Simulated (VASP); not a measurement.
Consider the following.

```
MgF2
1.0
    4.62510     0.00000     0.00000
    0.00000     4.62510     0.00000
    0.00000     0.00000     3.05421
Mg F
2 4
Cartesian
  4.62510   0.00000   0.00000
  2.31255   2.31255   1.52711
  1.40180   1.40180   0.00000
  3.71435   0.91075   1.52711
  0.91075   3.71435   1.52711
  3.22330   3.22330   0.00000
```

The numbers are results of PBEsol GGA, VASP's PBE PAW potentials (set 64) (plane waves; VASP), not measurements. Numerical set-up: 520 eV cut-off, 6×6×8 Γ-centred mesh, tetrahedra with Blöchl corrections, potentials Mg F.

The cores are frozen, which limits the accuracy of field gradients.

Give the principal components of the electric field gradient (V/Å²) and the asymmetry η at each nucleus.

| atom | Vxx | Vyy | Vzz | η |
|---|---|---|---|---|
| Mg1 | -5.0 | -1.6 | 6.6 | 0.51 |
| Mg2 | -5.0 | -1.6 | 6.6 | 0.51 |
| F3 | 32.4 | 16.2 | -48.6 | 0.33 |
| F4 | 32.4 | 16.2 | -48.6 | 0.33 |
| F5 | 32.4 | 16.2 | -48.6 | 0.33 |
| F6 | 32.4 | 16.2 | -48.6 | 0.33 |

The compound is MgF2 in the rutile structure. It was relaxed first.
